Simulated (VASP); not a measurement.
A convergence study with VASP on CdS (zinc blende): one setting is varied, all else stays as given below, so the limit is that of these other settings.

```yaml
crystal:
  lattice:
    - [0.00000, 2.91000, 2.91000]
    - [2.91000, 0.00000, 2.91000]
    - [2.91000, 2.91000, 0.00000]
  atoms:
    - { symbol: Cd, position: [0.00000, 0.00000, 0.00000] }
    - { symbol: S, position: [0.25000, 0.25000, 0.25000] }
```

All values below come from PBE GGA, VASP's PBE PAW potentials (set 64) (plane waves; VASP). The tightest run used: 550 eV cut-off, 13×13×13 Monkhorst-Pack mesh, Gaussian smearing of 0.050 eV, potentials Cd S.

Problem. The settings run are 1×1×1 mesh; 2×2×2 mesh; 3×3×3 mesh; 4×4×4 mesh; 5×5×5 mesh; 6×6×6 mesh; 7×7×7 mesh; 8×8×8 mesh; 9×9×9 mesh; 10×10×10 mesh; 11×11×11 mesh; 12×12×12 mesh; 13×13×13 mesh. From which on does the energy per atom stay within 0.01 eV/atom of the tightest run?

Solution. From 4×4×4 mesh on: it is off by 0.0000 there and by no more than 0.01 in any finer run, while 3×3×3 mesh is off by 0.0804.
```json
[
 {"setting": "1×1×1 mesh", "E (eV/atom)": "2.3517", "pressure (GPa)": "39.57", "irreducible k-points": "1", "difference judged (eV/atom)": "5.4088"},
 {"setting": "2×2×2 mesh", "E (eV/atom)": "-3.0425", "pressure (GPa)": "3.85", "irreducible k-points": "2", "difference judged (eV/atom)": "0.0147"},
 {"setting": "3×3×3 mesh", "E (eV/atom)": "-2.9767", "pressure (GPa)": "4.40", "irreducible k-points": "4", "difference judged (eV/atom)": "0.0804"},
 {"setting": "4×4×4 mesh", "E (eV/atom)": "-3.0571", "pressure (GPa)": "3.66", "irreducible k-points": "10", "difference judged (eV/atom)": "0.0000"},
 {"setting": "5×5×5 mesh", "E (eV/atom)": "-3.0529", "pressure (GPa)": "3.70", "irreducible k-points": "10", "difference judged (eV/atom)": "0.0043"},
 {"setting": "6×6×6 mesh", "E (eV/atom)": "-3.0572", "pressure (GPa)": "3.66", "irreducible k-points": "28", "difference judged (eV/atom)": "0.0000"},
 {"setting": "7×7×7 mesh", "E (eV/atom)": "-3.0567", "pressure (GPa)": "3.66", "irreducible k-points": "20", "difference judged (eV/atom)": "0.0004"},
 {"setting": "8×8×8 mesh", "E (eV/atom)": "-3.0572", "pressure (GPa)": "3.66", "irreducible k-points": "60", "difference judged (eV/atom)": "0.0000"},
 {"setting": "9×9×9 mesh", "E (eV/atom)": "-3.0571", "pressure (GPa)": "3.66", "irreducible k-points": "35", "difference judged (eV/atom)": "0.0001"},
 {"setting": "10×10×10 mesh", "E (eV/atom)": "-3.0572", "pressure (GPa)": "3.66", "irreducible k-points": "110", "difference judged (eV/atom)": "0.0000"},
 {"setting": "11×11×11 mesh", "E (eV/atom)": "-3.0572", "pressure (GPa)": "3.66", "irreducible k-points": "56", "difference judged (eV/atom)": "0.0000"},
 {"setting": "12×12×12 mesh", "E (eV/atom)": "-3.0572", "pressure (GPa)": "3.66", "irreducible k-points": "182", "difference judged (eV/atom)": "0.0000"},
 {"setting": "13×13×13 mesh", "E (eV/atom)": "-3.0572", "pressure (GPa)": "3.66", "irreducible k-points": "84", "difference judged (eV/atom)": "0.0000"}
]
```

Left out are rungs that failed or repeat a setting and relaxations that didn't move; long series are thinned to 24 rows.

The compound is CdS in the zinc blende structure, a metastable form; wurtzite is the usual one. The cell was not relaxed at this level.
